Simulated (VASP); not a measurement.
```
CELL_PARAMETERS angstrom
      2.82192     0.00000     0.00000
      0.00000     2.82192     0.00000
      0.00000     0.00000     2.82192
ATOMIC_POSITIONS crystal
  Al 0.50000 0.50000 0.50000
  Co 0.00000 0.00000 0.00000
```

Level of theory: PBEsol GGA, VASP's PBE PAW potentials (set 64) (plane waves; VASP). Run with 400 eV cut-off, Gaussian smearing of 0.050 eV, potentials Al Co.

Give the energies of bands 1 to 9 at the high-symmetry points, in eV from the Fermi level.

```
band       Γ      X      M      R
----  ------  -----  -----  -----
1     -11.30  -6.90  -5.40  -4.09
2      -3.15  -6.81  -3.23  -4.09
3      -3.15  -2.54  -2.76  -4.09
4      -0.88  -1.80  -2.76  -0.26
5      -0.88  -1.80  -1.58  -0.26
6      -0.88  -0.77  -1.58   2.34
7       6.09   0.15  -0.30   2.34
8       6.09   8.43   2.46   2.34
9       6.09  10.72   3.65   4.40
```

It has no gap at this level: it comes out as a metal or semimetal.

The compound is CoAl in the CsCl type structure. It was relaxed first. The run is not spin-polarised, so no magnetic state was tried.
